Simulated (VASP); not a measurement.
Data:

```xyz
1
Lattice="0.0000 2.0623 2.0623 2.0623 0.0000 2.0623 2.0623 2.0623 0.0000" Properties=species:S:1:pos:R:3 pbc="T T T"
Pt     0.0000     0.0000     0.0000
```

Calculation: PBE GGA, VASP's PBE PAW potentials (set 64) (plane waves; VASP). Run with 480 eV cut-off, 14×14×14 Γ-centred mesh, first-order Methfessel-Paxton smearing of 0.10 eV, potentials Pt.

Give the stress tensor in GPa (positive for a compressed cell).

```
-21.15    0.00    0.00
  0.00  -21.15    0.00
  0.00    0.00  -21.15
```
The pressure is its mean diagonal, -21.15 GPa.

The compound is Pt in the fcc structure. This cell was strained or had an atom moved on purpose.
